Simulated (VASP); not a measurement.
Consider the following.

```xyz
2
Lattice="0.0000 3.2661 3.2661 3.2661 0.0000 3.2661 3.2661 3.2661 0.0000" Properties=species:S:1:pos:R:3 pbc="T T T"
Sn     0.0000     0.0000     0.0000
Sn     1.6330     1.6330     1.6330
```

The numbers are results of r2SCAN+rVV10, VASP's PBE PAW potentials (set 64) (plane waves; VASP), not measurements. Settings: 400 eV cut-off, 9×9×9 Γ-centred mesh, first-order Methfessel-Paxton smearing of 0.10 eV, potentials Sn_d.

Unless said otherwise, spin-orbit coupling is left out, though it shifts the bands of the heavy elements here.

**Question.** Predict the energy per atom (σ→0), band gap (on the k-mesh) with the smallest direct gap where there is one.

**Answer.** 
The band gap (on the k-mesh) is none (metal, semimetal or under 0.01 eV). The energy per atom (σ→0) comes out as -24.338 eV/atom.

The absolute energy has meaning only against runs of the same code, potentials and settings.

The structure comes from a measured Sn entry (Fd-3m) of the Crystallography Open Database, whose conditions weren't checked. It was relaxed first. The start is the result of an earlier pass.
